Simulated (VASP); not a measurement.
# Ti7AlN8 (Fm-3m) in VASP: relaxation of cell and atoms with PBE

Aim: the relaxation of cell and atoms of Ti7AlN8 with PBE.

Program: VASP 6.6.1. These are calculated values, not measurements. Logs are shortened: lines on timing, memory, paths and dates and some standing lists are left out, and cuts for length are marked.

## (1) Starting point

It takes space group Fm-3m (No. 225, cubic). Conventional cell: a = 8.500 Å, b = 8.500 Å, c = 8.500 Å, α = 90.00°, β = 90.00°, γ = 90.00°. Al (site symmetry m-3m) has 6 N at 2.12 Å as nearest neighbours. Around Ti (site symmetry mmm) lie 6 N at 2.12 Å. Ti (site symmetry m-3m) is surrounded by 6 N at 2.12 Å. N (site symmetry -43m) is surrounded by 6 Ti at 2.12 Å. Around N (site symmetry 4mm) lie 1 Al at 2.12 Å and 5 Ti at 2.12 Å.

The cell was built by a generator and needn't be a form met in nature.

## (2) Relaxation of cell and atoms, PBE

Input file INCAR:

```
ALGO     = Fast           # electronic algorithm
EDIFF    = 1E-6           # SCF threshold, eV
EDIFFG   = -0.01          # ionic threshold
ENCUT    = 600            # plane-wave cutoff, eV
GGA      = PE             # functional
IBRION   = 2              # ionic algorithm
ISIF     = 3              # what is computed and relaxed
ISMEAR   = 0              # smearing method
LASPH    = True           # aspherical terms in the spheres
LCHARG   = False          # write CHGCAR
LREAL    = False          # projectors in reciprocal space
LWAVE    = False          # write WAVECAR
NELM     = 60             # most SCF steps
NSW      = 60             # ionic steps
PREC     = Accurate       # precision mode
SIGMA    = 0.1            # smearing width, eV
```

Input file KPOINTS:

```
k-points
0
Gamma
  6 6 6
```

Input file POSCAR:

```
Ti7AlN8
1.0
    0.0000000000      4.2500000000      4.2500000000
    4.2500000000      0.0000000000      4.2500000000
    4.2500000000      4.2500000000      0.0000000000
Al Ti N
1 7 8
Direct
    0.0000000000      0.0000000000      0.0000000000
    0.0000000000      0.0000000000      0.5000000000
    0.0000000000      0.5000000000      0.0000000000
    0.0000000000      0.5000000000      0.5000000000
    0.5000000000      0.0000000000      0.0000000000
    0.5000000000      0.0000000000      0.5000000000
    0.5000000000      0.5000000000      0.0000000000
    0.5000000000      0.5000000000      0.5000000000
    0.2500000000      0.2500000000      0.2500000000
    0.2500000000      0.2500000000      0.7500000000
    0.2500000000      0.7500000000      0.2500000000
    0.2500000000      0.7500000000      0.7500000000
    0.7500000000      0.2500000000      0.2500000000
    0.7500000000      0.2500000000      0.7500000000
    0.7500000000      0.7500000000      0.2500000000
    0.7500000000      0.7500000000      0.7500000000
```

Potentials or basis: VASP PAW PBE potentials, release 64 (Al, Ti_sv, N).

The run is started by

```bash
cat potpaw_PBE.64/Al/POTCAR potpaw_PBE.64/Ti_sv/POTCAR potpaw_PBE.64/N/POTCAR > POTCAR
mpirun -np 1 vasp_std > vasp.out
```

OUTCAR:

```text
EDIFF = 1E-6
   EDIFFG = -0.01
   ENCUT = 600
   GGA = PE
   IBRION = 2
   ISIF = 3
   ISMEAR = 0
   LASPH = True
   LREAL = False
   NELM = 60
   NSW = 60
   PREC = Accurate

 ion  position               nearest neighbor table
   1  0.000  0.000  0.000-  10 2.12  11 2.12  12 2.12  13 2.12  14 2.12  15 2.12   2 3.01   3 3.01
                             5 3.01   2 3.01   4 3.01   6 3.01   3 3.01   4 3.01   7 3.01   5 3.01
   2  0.000  0.000  0.500-   9 2.12  11 2.12  12 2.12  13 2.12  14 2.12  16 2.12   1 3.01   1 3.01

   3  0.000  0.500  0.000-   9 2.12  10 2.12  12 2.12  13 2.12  15 2.12  16 2.12   1 3.01   1 3.01

   4  0.000  0.500  0.500-   9 2.12  10 2.12  11 2.12  14 2.12  15 2.12  16 2.12   1 3.01   1 3.01

   5  0.500  0.000  0.000-   9 2.12  10 2.12  11 2.12  14 2.12  15 2.12  16 2.12   1 3.01   1 3.01

   6  0.500  0.000  0.500-   9 2.12  10 2.12  12 2.12  13 2.12  15 2.12  16 2.12   1 3.01   1 3.01

   7  0.500  0.500  0.000-   9 2.12  11 2.12  12 2.12  13 2.12  14 2.12  16 2.12   1 3.01   1 3.01

   8  0.500  0.500  0.500-  10 2.12  11 2.12  12 2.12  13 2.12  14 2.12  15 2.12
   9  0.250  0.250  0.250-   2 2.12   3 2.12   4 2.12   5 2.12   6 2.12   7 2.12
  10  0.250  0.250  0.750-   1 2.12   3 2.12   4 2.12   5 2.12   6 2.12   8 2.12
  11  0.250  0.750  0.250-   1 2.12   2 2.12   4 2.12   5 2.12   7 2.12   8 2.12
  12  0.250  0.750  0.750-   1 2.12   2 2.12   3 2.12   6 2.12   7 2.12   8 2.12
  13  0.750  0.250  0.250-   1 2.12   2 2.12   3 2.12   6 2.12   7 2.12   8 2.12
  14  0.750  0.250  0.750-   1 2.12   2 2.12   4 2.12   5 2.12   7 2.12   8 2.12
  15  0.750  0.750  0.250-   1 2.12   3 2.12   4 2.12   5 2.12   6 2.12   8 2.12
  16  0.750  0.750  0.750-   2 2.12   3 2.12   4 2.12   5 2.12   6 2.12   7 2.12

  LATTYP: Found a face centered cubic cell.
 ALAT       =     8.5000000000

  Lattice vectors:

 A1 = (   0.0000000000,   4.2500000000,   4.2500000000)
 A2 = (   4.2500000000,   0.0000000000,   4.2500000000)
 A3 = (   4.2500000000,   4.2500000000,   0.0000000000)

Analysis of symmetry for initial positions (statically):
=====================================================================
 Subroutine PRICEL returns:
 Original cell was already a primitive cell.

 Routine SETGRP: Setting up the symmetry group for a
 face centered cubic supercell.

 Subroutine GETGRP returns: Found 48 space group operations
 (whereof 48 operations were pure point group operations)
 out of a pool of 48 trial point group operations.

The static configuration has the point symmetry O_h .

Analysis of symmetry for dynamics (positions and initial velocities):
=====================================================================
 Subroutine PRICEL returns:
 Original cell was already a primitive cell.

 Routine SETGRP: Setting up the symmetry group for a
 face centered cubic supercell.

 Subroutine GETGRP returns: Found 48 space group operations
 (whereof 48 operations were pure point group operations)
 out of a pool of 48 trial point group operations.

The dynamic configuration has the point symmetry O_h .

 Subroutine INISYM returns: Found 48 space group operations
 (whereof 48 operations are pure point group operations),
 and found     1 'primitive' translations

----------------------------------------------------------------------------------------

                                     Primitive cell

  volume of cell :     153.5312

  direct lattice vectors                    reciprocal lattice vectors
     0.000000000  4.250000000  4.250000000    -0.117647059  0.117647059  0.117647059
     4.250000000  0.000000000  4.250000000     0.117647059 -0.117647059  0.117647059
     4.250000000  4.250000000  0.000000000     0.117647059  0.117647059 -0.117647059

  length of vectors
     6.010407640  6.010407640  6.010407640     0.203770683  0.203770683  0.203770683

  position of ions in fractional coordinates (direct lattice)
     0.000000000  0.000000000  0.000000000
     0.000000000  0.000000000  0.500000000
     0.000000000  0.500000000  0.000000000
     0.000000000  0.500000000  0.500000000
     0.500000000  0.000000000  0.000000000
     0.500000000  0.000000000  0.500000000
[... 8 lines left out ...]
     0.750000000  0.750000000  0.250000000
     0.750000000  0.750000000  0.750000000

  ion indices of the primitive-cell ions
   primitive index   ion index
                 1           1
                 2           2
                 3           3
                 4           4
                 5           5
                 6           6
[... 8 lines left out ...]
                15          15
                16          16

----------------------------------------------------------------------------------------

 KPOINTS: k-points

Automatic generation of k-mesh.
 Grid dimensions read from file:
 generate k-points for:    6    6    6

 Generating k-lattice:

  Cartesian coordinates                     Fractional coordinates (reciprocal lattice)
    -0.019607843  0.019607843  0.019607843     0.166666667  0.000000000  0.000000000
     0.019607843 -0.019607843  0.019607843     0.000000000  0.166666667  0.000000000
     0.019607843  0.019607843 -0.019607843     0.000000000  0.000000000  0.166666667

  Length of vectors
     0.033961781  0.033961781  0.033961781

  Shift w.r.t. Gamma in fractional coordinates (k-lattice)
     0.000000000  0.000000000  0.000000000

 Subroutine IBZKPT returns following result:
 ===========================================

 Found     16 irreducible k-points:

 Following reciprocal coordinates:
            Coordinates               Weight
  0.000000  0.000000  0.000000      1.000000
  0.166667  0.000000  0.000000      8.000000
  0.333333  0.000000  0.000000      8.000000
  0.500000  0.000000  0.000000      4.000000
  0.166667  0.166667  0.000000      6.000000
  0.333333  0.166667  0.000000     24.000000
[... 8 lines left out ...]
 -0.333333  0.333333  0.166667     24.000000
 -0.333333  0.500000  0.166667     12.000000
   k-points           NKPTS =     16   k-points in BZ     NKDIM =     16   number of bands    NBANDS=     76
   number of dos      NEDOS =    301   number of ions     NIONS =     16
   total plane-waves  NPLWV = 110592
   dimension x,y,z NGX =    48 NGY =   48 NGZ =   48
   dimension x,y,z NGXF=    96 NGYF=   96 NGZF=   96
   ions per type =               1   7   8
   NGX,Y,Z   is equivalent  to a cutoff of  13.28, 13.28, 13.28 a.u.
   NGXF,Y,Z  is equivalent  to a cutoff of  26.55, 26.55, 26.55 a.u.
 SYSTEM =  unknown system
   PREC   = accura    normal or accurate (medium, high low for compatibility)
   ISTART =      0    job   : 0-new  1-cont  2-samecut
   ICHARG =      2    charge: 1-file 2-atom 10-const
   ISPIN  =      1    spin polarized calculation?
   LNONCOLLINEAR =      F non collinear calculations
   LSORBIT =      F    spin-orbit coupling
   LASPH  =      T    aspherical Exc in radial PAW
   ENCUT  =  600.0 eV  44.10 Ry    6.64 a.u.  12.00 12.00 12.00*2*pi/ulx,y,z
   NELM   =     60;   NELMIN=  2; NELMDL= -5     # of ELM steps
   EDIFF  = 0.1E-05   stopping-criterion for ELM
   LREAL  =      F    real-space projection
   EDIFFG = -.1E-01   stopping-criterion for IOM
   NSW    =     60    number of steps for IOM
   IBRION =      2    ionic relax: 0-MD 1-quasi-New 2-CG
   NFREE  =      1    steps in history (QN), initial steepest desc. (CG)
   ISIF   =      3    stress and relaxation
   ISYM   =      2    0-nonsym 1-usesym 2-fastsym
   POTIM  = 0.5000    time-step for ionic-motion
   TEBEG  =    0.0;   TEEND  =   0.0 temperature during run
   PSTRESS=    0.0 pullay stress
   NELECT =     127.0000    total number of electrons
   NUPDOWN=      -1.0000    fix difference up-down
   EMIN   =  10.00;   EMAX   =-10.00  energy-range for DOS
   EFERMI =   0.00;   METHOD = LEGACY
   ISMEAR =     0;   SIGMA  =   0.10  broadening in eV -4-tet -1-fermi 0-gaus
   EFERMI_NEDOS =   21; number of points for ismear=-14 and -15
   IALGO  =     68    algorithm
   IMIX   =      4    mixing-type and parameters
     AMIX     =   0.40;   BMIX     =  1.00
     AMIX_MAG =   1.60;   BMIX_MAG =  1.00
  volume/ion in A,a.u.               =       9.60        64.76
  Fermi-wavevector in a.u.,A,eV,Ry     =   1.536776  2.904085 32.132600  2.361679
  Thomas-Fermi vector in A             =   2.643377
   LORBIT       =      0    0 simple, 1 ext, 2 COOP (PROOUT), +10 PAW based schemes
   GGA     = PE    functional components
   LHFCALC =     F    Hartree Fock is set to
   AEXX    =    0.0000 exact exchange contribution
   IVDW    =     0    specifies the selected vdW correction
   LEPSILON=     F    determine dielectric tensor
   LRPA    =     F    only Hartree local field effects (RPA)
 conjugate gradient relaxation of ions
 non-spin polarized calculation
 RMM-DIIS sequential band-by-band and
 Gauss-broadening in eV      SIGMA  =   0.10
  energy-cutoff  :      600.00
  volume of cell :      153.53
 maximum number of plane-waves:      5136
   NGX = 25   NGY = 25   NGZ = 25

--------------------------------------- Ionic step        1  -------------------------------------------

 number of electron     127.0000015 magnetization

 Free energy of the ion-electron system (eV)
  ---------------------------------------------------
  ext. energy  EPLUGINS =         0.00000000
  ---------------------------------------------------
  free energy    TOTEN  =      -151.00703863 eV

  energy without entropy =     -150.96739825  energy(sigma->0) =     -150.98721844

------------------------ aborting loop because EDIFF is reached ----------------------------------------

  FORCE on cell =-STRESS in cart. coord.  units (eV):
  Direction    XX          YY          ZZ          XY          YZ          ZX
  --------------------------------------------------------------------------------------
  -------------------------------------------------------------------------------------
  Total       -2.7194057     -2.7194057     -2.7194057      0.0000000     -0.0000000      0.0000000
  in kB      -28.3783934    -28.3783934    -28.3783934      0.0000000     -0.0000000      0.0000000
  external PRESSURE =     -28.3783934 kB  Pullay stress =       0.0000000 kB
[... 185 lines left out ...]
  energy  without entropy=     -151.2243954826  energy(sigma->0) =     -151.23878647

--------------------------------------- Ionic step        5  -------------------------------------------

 number of electron     127.0000010 magnetization

 Free energy of the ion-electron system (eV)
  ---------------------------------------------------
  ext. energy  EPLUGINS =         0.00000000
  ---------------------------------------------------
  free energy    TOTEN  =      -151.27407137 eV

  energy without entropy =     -151.24440628  energy(sigma->0) =     -151.25923883

 E-fermi :  11.3179     XC(G=0): -12.8896

 val. band max:       11.3111198677   @ k =   0.5000   0.0000   0.0000
 cond. band min:      11.3622998558   @ k =  -0.3333   0.1667   0.0000
 fundamental gap:      0.0511799882
 Fermi energy:        11.3178931565

 k-point     1 :       0.0000    0.0000    0.0000
  band No.  band energies     occupation
      1     -46.4978      2.00000
      2     -46.4242      2.00000
      3     -46.4242      2.00000
      4     -46.4242      2.00000
      5     -46.3924      2.00000
      6     -46.3924      2.00000
[... 1237 lines left out ...]
     74      13.0352      0.00000
     75      13.0766      0.00000
 [bands above 75 left out]

------------------------ aborting loop because EDIFF is reached ----------------------------------------

  FORCE on cell =-STRESS in cart. coord.  units (eV):
  Direction    XX          YY          ZZ          XY          YZ          ZX
  --------------------------------------------------------------------------------------
  -------------------------------------------------------------------------------------
  Total        0.0093358      0.0093358      0.0093358      0.0000000      0.0000000      0.0000000
  in kB        0.0987443      0.0987443      0.0987443      0.0000000      0.0000000      0.0000000
  external PRESSURE =       0.0987443 kB  Pullay stress =       0.0000000 kB
[... 31 lines left out ...]
  FREE ENERGIE OF THE ION-ELECTRON SYSTEM (eV)
  ---------------------------------------------------
  free  energy   TOTEN  =      -151.2740713734 eV

  energy  without entropy=     -151.2444062782  energy(sigma->0) =     -151.25923883

 reached required accuracy - stopping structural energy minimisation
```

Wall time 18 min (1 thread of Intel Xeon 6975P-C (Granite Rapids), shared host); peak memory 0.46 GiB.

What came out:

```yaml
Free_energy: -151.2741 eV
Relaxed_volume: 9.47 Å³/atom
Relaxed_cell: a = 5.984 Å, b = 5.984 Å, c = 5.984 Å, α = 60.00°, β = 60.00°, γ = 60.00°
Space_group_after_relaxing_to_0.05_Å: Fm-3m (No. 225)
Energy_gained_by_relaxing: 16.7 meV/atom
Ionic_steps: 5
Pressure_after_relaxing: 0.0 GPa
Band_gap_on_the_k_mesh: none (metal or under the smearing width)
```

The path:
```
step  energy change (eV)  largest force (eV/Å)  pressure (GPa)  volume (Å³)
   1              0.0000                1.1960           -2.84       153.53
   2             -0.2445                0.1989            3.18       149.79
   3             -0.2445                0.2085            3.12       149.82
   4             -0.2461                0.2016           -2.85       153.11
   5             -0.2670                0.0038            0.01       151.48
```

Final structure:
```cif
data_structure
_symmetry_space_group_name_H-M 'P 1'
_symmetry_Int_Tables_number 1
_cell_length_a 5.9835
_cell_length_b 5.9835
_cell_length_c 5.9835
_cell_angle_alpha 60.000
_cell_angle_beta 60.000
_cell_angle_gamma 60.000
_cell_volume 151.48
loop_
_atom_site_label
_atom_site_type_symbol
_atom_site_fract_x
_atom_site_fract_y
_atom_site_fract_z
_atom_site_occupancy
Al1 Al 0.00000 0.00000 0.00000 1
Ti1 Ti 0.00000 0.00000 0.50000 1
Ti2 Ti 0.00000 0.50000 0.00000 1
Ti3 Ti 0.00000 0.50000 0.50000 1
Ti4 Ti 0.50000 0.00000 0.00000 1
Ti5 Ti 0.50000 0.00000 0.50000 1
Ti6 Ti 0.50000 0.50000 0.00000 1
Ti7 Ti 0.50000 0.50000 0.50000 1
N1 N 0.25000 0.25000 0.25000 1
N2 N 0.24201 0.24201 0.75799 1
N3 N 0.24201 0.75799 0.24201 1
N4 N 0.24201 0.75799 0.75799 1
N5 N 0.75799 0.24201 0.24201 1
N6 N 0.75799 0.24201 0.75799 1
N7 N 0.75799 0.75799 0.24201 1
N8 N 0.75000 0.75000 0.75000 1
```

Levels at points of the mesh, in eV from the Fermi level:
```
           k point  band 62  band 63  band 64  band 65  band 66  band 67
(0.00, 0.00, 0.00)    -1.93    -1.93    -0.29    -0.29    -0.29     0.87
(0.50, 0.00, 0.00)    -0.41    -0.25    -0.08    -0.01    -0.01     0.56
(0.50, 0.50, 0.00)    -1.35     0.91     0.91     0.97     0.98     0.98
```
